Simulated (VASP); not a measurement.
# NaP6 (P6/mmm) in VASP: relaxation of cell and atoms with PBE+D3(BJ)

Aim: the relaxation of cell and atoms of NaP6 with PBE+D3(BJ).

Program: VASP 6.6.1. These are calculated values, not measurements. Logs are shortened: lines on timing, memory, paths and dates and some standing lists are left out, and cuts for length are marked.

**1. The crystal as given**

Symmetry: P6/mmm, No. 191, hexagonal system. Conventional cell: a = 5.989 Å, b = 5.989 Å, c = 3.003 Å, α = 90.00°, β = 90.00°, γ = 120.00°. Na (site symmetry 6/mmm) is surrounded by 12 P at 2.50 Å. P (site symmetry m2m) has 3 P at 2.00 Å as nearest neighbours.

The cell was built by a generator and needn't be a form met in nature.

**2. Relaxation of cell and atoms, PBE+D3(BJ)**

INCAR

```
SYSTEM = NaP6
PREC = Accurate
ENCUT = 600
EDIFF = 1E-6
ISMEAR = 0
SIGMA = 0.1
LREAL = .FALSE.
LASPH = .TRUE.
NELM = 100
ALGO = Fast
ISIF = 3
LWAVE = .FALSE.
LCHARG = .FALSE.
GGA = PE
IVDW = 12
IBRION = 2
NSW = 90
EDIFFG = -0.04
```

KPOINTS

```
regular mesh
0
G
  3 3 6
  0 0 0
```

POSCAR

```
NaP6
1.0
    5.9891109800      0.0000000000      0.0000000000
   -2.9945554900      5.1867222500      0.0000000000
    0.0000000000      0.0000000000      3.0030048600
Na P
1 6
Direct
    0.0000000000      0.0000000000      0.5000000000
    0.6666666700      0.0000000000      0.0000000000
    0.3333333300      0.3333333300      0.0000000000
    0.0000000000      0.6666666700      0.0000000000
    0.3333333300      0.0000000000      0.0000000000
    0.0000000000      0.3333333300      0.0000000000
    0.6666666700      0.6666666700      0.0000000000
```

Potentials or basis: VASP PAW PBE potentials, release 64 (Na_pv, P).

Command:

```
> cat potpaw_PBE.64/Na_pv/POTCAR potpaw_PBE.64/P/POTCAR > POTCAR
> mpirun -np 1 vasp_std > vasp.out
```

OUTCAR:

```text
SYSTEM = NaP6
   PREC = Accurate
   ENCUT = 600
   EDIFF = 1E-6
   ISMEAR = 0
   LREAL = .FALSE.
   LASPH = .TRUE.
   NELM = 100
   ISIF = 3
   GGA = PE
   IVDW = 12
   IBRION = 2
   NSW = 90
   EDIFFG = -0.04
 IVDW          = 12

 ion  position               nearest neighbor table
   1  0.000  0.000  0.500-   3 2.50   4 2.50   6 2.50   7 2.50   3 2.50   4 2.50   6 2.50   7 2.50
                             5 2.50   5 2.50   2 2.50   2 2.50
   2  0.667  0.000  0.000-   6 2.00   7 2.00   5 2.00   1 2.50   1 2.50
   3  0.333  0.333  0.000-   5 2.00   6 2.00   7 2.00   1 2.50   1 2.50
   4  0.000  0.667  0.000-   5 2.00   7 2.00   6 2.00   1 2.50   1 2.50
   5  0.333  0.000  0.000-   3 2.00   4 2.00   2 2.00   1 2.50   1 2.50
   6  0.000  0.333  0.000-   2 2.00   3 2.00   4 2.00   1 2.50   1 2.50
   7  0.667  0.667  0.000-   2 2.00   4 2.00   3 2.00   1 2.50   1 2.50

  LATTYP: Found a hexagonal cell.
 ALAT       =     5.9891109800
 C/A-ratio  =     0.5014107887

  Lattice vectors:

 A1 = (   5.9891109800,   0.0000000000,   0.0000000000)
 A2 = (  -2.9945554900,   5.1867222500,   0.0000000000)
 A3 = (   0.0000000000,   0.0000000000,   3.0030048600)

Analysis of symmetry for initial positions (statically):
=====================================================================
 Subroutine PRICEL returns:
 Original cell was already a primitive cell.

 Routine SETGRP: Setting up the symmetry group for a
 hexagonal supercell.

 Subroutine GETGRP returns: Found 24 space group operations
 (whereof 24 operations were pure point group operations)
 out of a pool of 24 trial point group operations.

The static configuration has the point symmetry D_6h.

Analysis of symmetry for dynamics (positions and initial velocities):
=====================================================================
 Subroutine PRICEL returns:
 Original cell was already a primitive cell.

 Routine SETGRP: Setting up the symmetry group for a
 hexagonal supercell.

 Subroutine GETGRP returns: Found 24 space group operations
 (whereof 24 operations were pure point group operations)
 out of a pool of 24 trial point group operations.

The dynamic configuration has the point symmetry D_6h.

 Subroutine INISYM returns: Found 24 space group operations
 (whereof 24 operations are pure point group operations),
 and found     1 'primitive' translations

----------------------------------------------------------------------------------------

                                     Primitive cell

  volume of cell :      93.2849

  direct lattice vectors                    reciprocal lattice vectors
     5.989110980  0.000000000  0.000000000     0.166969689  0.096399995  0.000000000
    -2.994555490  5.186722250  0.000000000     0.000000000  0.192799990  0.000000000
     0.000000000  0.000000000  3.003004860     0.000000000  0.000000000  0.332999794

  length of vectors
     5.989110980  5.989110976  3.003004860     0.192799990  0.192799990  0.332999794

  position of ions in fractional coordinates (direct lattice)
     0.000000000  0.000000000  0.500000000
     0.666666670  0.000000000  0.000000000
     0.333333330  0.333333330  0.000000000
     0.000000000  0.666666670  0.000000000
     0.333333330  0.000000000  0.000000000
     0.000000000  0.333333330  0.000000000
     0.666666670  0.666666670  0.000000000

  ion indices of the primitive-cell ions
   primitive index   ion index
                 1           1
                 2           2
                 3           3
                 4           4
                 5           5
                 6           6
                 7           7

----------------------------------------------------------------------------------------

 KPOINTS: regular mesh

Automatic generation of k-mesh.
 Grid dimensions read from file:
 generate k-points for:    3    3    6

 Generating k-lattice:

  Cartesian coordinates                     Fractional coordinates (reciprocal lattice)
     0.055656563  0.032133332  0.000000000     0.333333333 -0.000000000  0.000000000
     0.000000000  0.064266663  0.000000000     0.000000000  0.333333333  0.000000000
     0.000000000  0.000000000  0.055499966     0.000000000  0.000000000  0.166666667

  Length of vectors
     0.064266663  0.064266663  0.055499966

  Shift w.r.t. Gamma in fractional coordinates (k-lattice)
     0.000000000  0.000000000  0.000000000

 Subroutine IBZKPT returns following result:
 ===========================================

 Found     12 irreducible k-points:

 Following reciprocal coordinates:
            Coordinates               Weight
  0.000000  0.000000  0.000000      1.000000
  0.333333 -0.000000  0.000000      6.000000
  0.333333  0.333333  0.000000      2.000000
  0.000000  0.000000  0.166667      2.000000
  0.333333 -0.000000  0.166667     12.000000
  0.333333  0.333333  0.166667      4.000000
  0.000000  0.000000  0.333333      2.000000
  0.333333 -0.000000  0.333333     12.000000
  0.333333  0.333333  0.333333      4.000000
  0.000000  0.000000  0.500000      1.000000
  0.333333 -0.000000  0.500000      6.000000
  0.333333  0.333333  0.500000      2.000000
   k-points           NKPTS =     12   k-points in BZ     NKDIM =     12   number of bands    NBANDS=     22
   number of dos      NEDOS =    301   number of ions     NIONS =      7
   total plane-waves  NPLWV =  55296
   dimension x,y,z NGX =    48 NGY =   48 NGZ =   24
   dimension x,y,z NGXF=    96 NGYF=   96 NGZF=   48
   ions per type =               1   6
   NGX,Y,Z   is equivalent  to a cutoff of  13.32, 13.32, 13.29 a.u.
   NGXF,Y,Z  is equivalent  to a cutoff of  26.65, 26.65, 26.57 a.u.
 SYSTEM =  NaP6
   PREC   = accura    normal or accurate (medium, high low for compatibility)
   ISTART =      0    job   : 0-new  1-cont  2-samecut
   ICHARG =      2    charge: 1-file 2-atom 10-const
   ISPIN  =      1    spin polarized calculation?
   LNONCOLLINEAR =      F non collinear calculations
   LSORBIT =      F    spin-orbit coupling
   LASPH  =      T    aspherical Exc in radial PAW
   ENCUT  =  600.0 eV  44.10 Ry    6.64 a.u.  11.96 11.96  6.00*2*pi/ulx,y,z
   NELM   =    100;   NELMIN=  2; NELMDL= -5     # of ELM steps
   EDIFF  = 0.1E-05   stopping-criterion for ELM
   LREAL  =      F    real-space projection
   EDIFFG = -.4E-01   stopping-criterion for IOM
   NSW    =     90    number of steps for IOM
   IBRION =      2    ionic relax: 0-MD 1-quasi-New 2-CG
   NFREE  =      1    steps in history (QN), initial steepest desc. (CG)
   ISIF   =      3    stress and relaxation
   ISYM   =      2    0-nonsym 1-usesym 2-fastsym
   POTIM  = 0.5000    time-step for ionic-motion
   TEBEG  =    0.0;   TEEND  =   0.0 temperature during run
   PSTRESS=    0.0 pullay stress
   NELECT =      37.0000    total number of electrons
   NUPDOWN=      -1.0000    fix difference up-down
   EMIN   =  10.00;   EMAX   =-10.00  energy-range for DOS
   EFERMI =   0.00;   METHOD = LEGACY
   ISMEAR =     0;   SIGMA  =   0.10  broadening in eV -4-tet -1-fermi 0-gaus
   EFERMI_NEDOS =   21; number of points for ismear=-14 and -15
   IALGO  =     68    algorithm
   IMIX   =      4    mixing-type and parameters
     AMIX     =   0.40;   BMIX     =  1.00
     AMIX_MAG =   1.60;   BMIX_MAG =  1.00
  volume/ion in A,a.u.               =      13.33        89.93
  Fermi-wavevector in a.u.,A,eV,Ry     =   1.202832  2.273023 19.684972  1.446805
  Thomas-Fermi vector in A             =   2.338602
   LORBIT       =      0    0 simple, 1 ext, 2 COOP (PROOUT), +10 PAW based schemes
   GGA     = PE    functional components
   LHFCALC =     F    Hartree Fock is set to
   AEXX    =    0.0000 exact exchange contribution
   IVDW    =    12    specifies the selected vdW correction
   LEPSILON=     F    determine dielectric tensor
   LRPA    =     F    only Hartree local field effects (RPA)
 conjugate gradient relaxation of ions
 non-spin polarized calculation
 RMM-DIIS sequential band-by-band and
 Gauss-broadening in eV      SIGMA  =   0.10
  energy-cutoff  :      600.00
  volume of cell :       93.28
 maximum number of plane-waves:      3144
 NGX is ok and might be reduce to    48
   NGX = 23   NGY = 23   NGZ = 11

--------------------------------------- Ionic step        1  -------------------------------------------

 number of electron      36.9999999 magnetization

 Free energy of the ion-electron system (eV)
  ---------------------------------------------------
  ext. energy  EPLUGINS =         0.00000000
  ---------------------------------------------------
  free energy    TOTEN  =       -23.42021734 eV

  energy without entropy =      -23.38544576  energy(sigma->0) =      -23.40283155

------------------------ aborting loop because EDIFF is reached ----------------------------------------

 Edisp (eV)   -3.55293

 E8    (eV) :    -1.3906
[... 36 lines left out ...]
--------------------------------------- Ionic step        2  -------------------------------------------

 number of electron      36.9999998 magnetization

 E-fermi :   3.9198     XC(G=0):  -8.8171

 val. band max:        3.8346934752   @ k =   0.0000   0.0000   0.1667
 cond. band min:       3.9634189442   @ k =   0.0000   0.0000   0.0000
 fundamental gap:      0.1287254690
 Fermi energy:         3.9198428041

 k-point     1 :       0.0000    0.0000    0.0000
  band No.  band energies     occupation
      1     -20.5998      2.00000
      2     -20.5584      2.00000
      3     -20.5584      2.00000
      4      -9.2558      2.00000
      5      -7.4203      2.00000
      6      -7.4203      2.00000
[... 372 lines left out ...]
  FREE ENERGIE OF THE ION-ELECTRON SYSTEM (eV)
  ---------------------------------------------------
  free  energy   TOTEN  =       -32.7549507205 eV

  energy  without entropy=      -32.7485046904  energy(sigma->0) =      -32.75172771

 E-fermi :   6.4784     XC(G=0):  -9.9705

 val. band max:        6.4254791611   @ k =   0.3333   0.3333   0.1667
 cond. band min:       6.5729885196   @ k =   0.3333   0.3333   0.0000
 fundamental gap:      0.1475093585
 Fermi energy:         6.4784246071

 k-point     1 :       0.0000    0.0000    0.0000
  band No.  band energies     occupation
      1     -18.2018      2.00000
      2     -18.2018      2.00000
      3     -17.9428      2.00000
      4      -8.4037      2.00000
      5      -6.7321      2.00000
      6      -6.7321      2.00000
[... 289 lines left out ...]
     21       6.2715      1.99657
     22       9.7141      0.00000

[... ionic steps 4 to 50 ...]

--------------------------------------- Ionic step       51  -------------------------------------------

 number of electron      36.9999983 magnetization

------------------------ aborting loop because EDIFF is reached ----------------------------------------
[... 85 lines left out ...]
--------------------------------------- Ionic step       53  -------------------------------------------

 number of electron      36.9999985 magnetization

 Free energy of the ion-electron system (eV)
  ---------------------------------------------------
  ext. energy  EPLUGINS =         0.00000000
  ---------------------------------------------------
  free energy    TOTEN  =       -31.29752896 eV

  energy without entropy =      -31.28113942  energy(sigma->0) =      -31.28933419

 E-fermi :   7.2622     XC(G=0): -10.2312

 val. band max:        7.2267488389   @ k =   0.3333  -0.0000   0.3333
 cond. band min:       7.2717707574   @ k =   0.3333   0.3333   0.5000
 fundamental gap:      0.0450219185
 Fermi energy:         7.2622413011

 k-point     1 :       0.0000    0.0000    0.0000
  band No.  band energies     occupation
      1     -17.6977      2.00000
      2     -17.6977      2.00000
      3     -17.3570      2.00000
      4      -8.2896      2.00000
      5      -6.6389      2.00000
      6      -6.6389      2.00000
[... 327 lines left out ...]
  FREE ENERGIE OF THE ION-ELECTRON SYSTEM (eV)
  ---------------------------------------------------
  free  energy   TOTEN  =       -34.0469566573 eV

  energy  without entropy=      -34.0305671189  energy(sigma->0) =      -34.03876189

 reached required accuracy - stopping structural energy minimisation
```

Wall time 7.5 min (1 thread of Intel Xeon 6975P-C (Granite Rapids), shared host); peak memory 0.25 GiB.

What came out:

```
Free energy                            : -34.0470 eV
Relaxed volume                         : 16.80 Å³/atom
Relaxed cell                           : a = 7.534 Å, b = 7.534 Å, c = 2.392 Å, α = 90.00°, β = 90.00°, γ = 120.00°
Space group after relaxing (to 0.05 Å) : P6/mmm (No. 191)
Energy gained by relaxing              : 1010.5 meV/atom
Ionic steps                            : 53
Pressure after relaxing                : 0.1 GPa
Largest force after relaxing           : 0.021 eV/Å
Band gap on the k mesh                 : none (metal or under the smearing width)
Dispersion energy per atom             : -0.393 eV
```

Forces on the atoms (eV/Å):
```
Na   0.000  0.000  0.000
P   -0.021  0.000  0.000
P    0.010  0.018  0.000
P    0.010 -0.018  0.000
P    0.021  0.000  0.000
P   -0.010  0.018  0.000
P   -0.010 -0.018  0.000
```

Stress tensor (GPa, compression positive):
```
0.18 0.00 0.00
0.00 0.18 0.00
0.00 0.00 0.08
```

The path:
```tsv
step	energy change (eV)	largest force (eV/Å)	pressure (GPa)	volume (Å³)
1	0.0000	1.4014	51.76	93.28
3	-5.7818	0.2099	0.02	134.79
5	-5.8270	0.2230	-0.73	135.18
7	-6.3838	0.7212	2.33	124.19
9	-6.3885	0.5701	1.80	125.00
11	-6.4111	0.6097	1.83	124.38
13	-6.4481	0.2534	0.48	125.61
15	-6.4554	0.0206	-0.42	126.57
17	-6.4561	0.0316	-0.32	126.38
19	-6.4599	0.0169	-0.07	125.23
21	-6.4749	0.0458	0.84	120.64
23	-6.4923	0.1691	1.81	116.67
25	-6.4951	0.2045	2.30	115.29
27	-6.4964	0.1999	2.38	115.07
29	-6.4986	0.1666	2.84	114.08
31	-6.5060	0.1381	2.59	114.33
33	-6.5316	0.0122	1.68	115.50
35	-6.6064	0.2277	-0.52	120.19
37	-6.2999	0.3824	-8.07	139.64
39	-6.7281	0.2334	-4.44	128.02
41	-6.7410	0.3408	-5.90	130.72
43	-6.7749	0.2967	-5.21	129.10
45	-6.9401	0.2770	-4.00	124.98
47	-7.0652	0.1444	0.06	117.68
49	-7.0659	0.1548	-0.40	118.36
51	-7.0724	0.0623	-0.02	117.73
53	-7.0738	0.0207	0.15	117.58
```

Final structure:
```
Na P
1.0
     7.53351    0.00000    0.00000
    -3.76675    6.52421    0.00000
     0.00000    0.00000    2.39233
Na P
1 6
Cartesian
  0.0000 0.0000 1.1962
  4.9154 0.0000 0.0000
  1.3091 2.2674 0.0000
  -2.4577 4.2568 0.0000
  2.6182 0.0000 0.0000
  6.2244 2.2674 0.0000
  2.4577 4.2568 0.0000
```

Caveat: the k mesh is coarse (spacing up to 0.40 Å⁻¹), so the values aren't converged; the volume moved by over 15 % at a fixed basis, so the end points are rough; pairwise dispersion overbinds metals, which lowers pressure and volume.
